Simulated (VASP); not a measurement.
Here is the system:

```yaml
crystal:
  lattice:
    - [2.69165, 0.00000, 0.00000]
    - [-1.34582, 2.33103, 0.00000]
    - [0.00000, 0.00000, 4.52293]
  atoms:
    - { symbol: Pd, position: [0.66667, 0.33333, 0.75000] }
    - { symbol: Pd, position: [0.33333, 0.66667, 0.25000] }
```

Computed with LDA (Ceperley-Alder, Perdew-Zunger), VASP's LDA PAW potentials (set 64) (plane waves; VASP 6.6.1). Settings: 530 eV cut-off, 14×14×7 Γ-centred mesh, first-order Methfessel-Paxton smearing of 0.10 eV, potentials Pd.

Finite-difference elastic constants of metals are sensitive to mesh and smearing; shear constants can be off by tens of GPa.

Task: Give the elastic stiffness tensor with the ions relaxed (GPa, in the frame of the cell).

Result: 
|  | xx | yy | zz | yz | xz | xy |
|---|---|---|---|---|---|---|
| xx | 304 | 221 | 164 | 0.0 | 0.0 | 0.0 |
| yy | 221 | 304 | 164 | 0.0 | 0.0 | 0.0 |
| zz | 164 | 164 | 331 | 0.0 | 0.0 | 0.0 |
| yz | 0.0 | 0.0 | 0.0 | 39.5 | 0.0 | 0.0 |
| xz | 0.0 | 0.0 | 0.0 | 0.0 | 39.5 | 0.0 |
| xy | 0.0 | 0.0 | 0.0 | 0.0 | 0.0 | 41.5 |

Task: Predict the Hill bulk modulus, Hill shear modulus, Young's modulus, Poisson's ratio.

Result: 
- Hill bulk modulus = 226 GPa
- Hill shear modulus = 47.7 GPa
- Young's modulus = 134 GPa
- Poisson's ratio = 0.401

The structure comes from a computed database's Pd entry (P6_3/mmc); how it stands against other phases isn't given here. It was relaxed first, which changed the volume by -9 %.
